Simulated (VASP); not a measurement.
An input for Quantum ESPRESSO's pw.x (written as the equivalent of a VASP run, and not itself run):

```
&CONTROL
  calculation = 'scf'
  pseudo_dir = './pseudo'
  outdir = './out'
  tprnfor = .true.
  tstress = .true.
/
&SYSTEM
  ibrav = 0
  nat = 3
  ntyp = 2
  ecutwfc = 84
  occupations = 'smearing'
  smearing = 'methfessel-paxton'
  degauss = 0.00735
  input_dft = 'pbe'
/
&ELECTRONS
  conv_thr = 7.3e-09
  electron_maxstep = 100
/
ATOMIC_SPECIES
  Mg 24.305 Mg.upf
  Sn 118.710 Sn.upf
CELL_PARAMETERS angstrom
     0.0000000    3.4038632    3.4038632
     3.4038632    0.0000000    3.4038632
     3.4038632    3.4038632    0.0000000
ATOMIC_POSITIONS crystal
  Mg   0.2500000  0.2500000  0.2500000
  Mg   0.7500000  0.7500000  0.7500000
  Sn   0.0000000  0.0000000  0.0000000
K_POINTS automatic
  8 8 8 0 0 0
```

### Question
Translate this input to VASP (INCAR, KPOINTS, POSCAR, choice of POTCAR).

### Answer
Several could match; the one computed here: 
File KPOINTS:
```
Automatic mesh
0
Gamma
8 8 8
0 0 0
```

File POSCAR:
```
Mg2Sn
1
    0.0000000000     3.4038631835     3.4038631835
    3.4038631835     0.0000000000     3.4038631835
    3.4038631835     3.4038631835     0.0000000000
Mg Sn
2 1
Direct
  0.2500000000   0.2500000000   0.2500000000
  0.7500000000   0.7500000000   0.7500000000
  0.0000000000   0.0000000000   0.0000000000
```

INCAR:
```
! general
SYSTEM  = Mg2Sn
PREC    = Accurate
ENCUT   = 480
LREAL   = F
LASPH   = T   ! aspherical one-centre terms

! electronic loop
EDIFF   = 1E-7
NELM    = 100   ! most electronic steps
ALGO    = Normal   ! blocked Davidson
LMAXMIX = 4   ! l cut-off of mixed one-centre charges

! smearing
ISMEAR  = 1   ! Methfessel-Paxton
SIGMA   = 0.1

! functional
GGA     = PE

! ions
ISIF    = 2

! output
LWAVE   = F
LCHARG  = F
```

POTCAR, in this order: Mg Sn_d (PBE.64 set). Program: vasp_std.

What does not carry over: the potentials are each code's own (VASP's PAW set, PseudoDojo norm-conserving files in pw.x), so ENCUT and ecutwfc are chosen apart and not converted; conv_thr bounds pw.x's estimated SCF error, while EDIFF bounds the energy change between steps.

The compound is Mg2Sn in the antifluorite structure. It was relaxed first.
